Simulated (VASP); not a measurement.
Data:

```
MgSn
1.0
    3.32413     0.00000     0.00000
    0.00000     3.32413     0.00000
    0.00000     0.00000     4.19652
Mg Sn
1 1
Direct
  0.00000   0.00000   0.00000
  0.50000   0.50000   0.50000
```

These are PBEsol GGA, VASP's PBE PAW potentials (set 64) (plane waves; VASP) values and carry that method's errors. Run with 400 eV cut-off, Gaussian smearing of 0.050 eV, potentials Mg Sn_d.

Give the energies of bands 6 to 11 at the high-symmetry points, in eV from the Fermi level.

| band | Γ | X | M | Z | R | A |
|---|---|---|---|---|---|---|
| 6 | -10.35 | -7.75 | -5.12 | -9.28 | -6.80 | -4.17 |
| 7 | -1.58 | -5.44 | -3.05 | -6.16 | -4.19 | -1.96 |
| 8 | 0.26 | 0.79 | -3.05 | 3.98 | -3.43 | -1.96 |
| 9 | 3.01 | 3.17 | -0.09 | 3.98 | -1.54 | -0.72 |
| 10 | 3.01 | 3.67 | 3.29 | 6.57 | 6.31 | 1.00 |
| 11 | 5.22 | 3.78 | 5.70 | 7.16 | 9.40 | 1.00 |

It has no gap at this level: it comes out as a metal or semimetal.

The structure comes from a computed database's MgSn entry (P4/mmm); how it stands against other phases isn't given here. It was relaxed first.
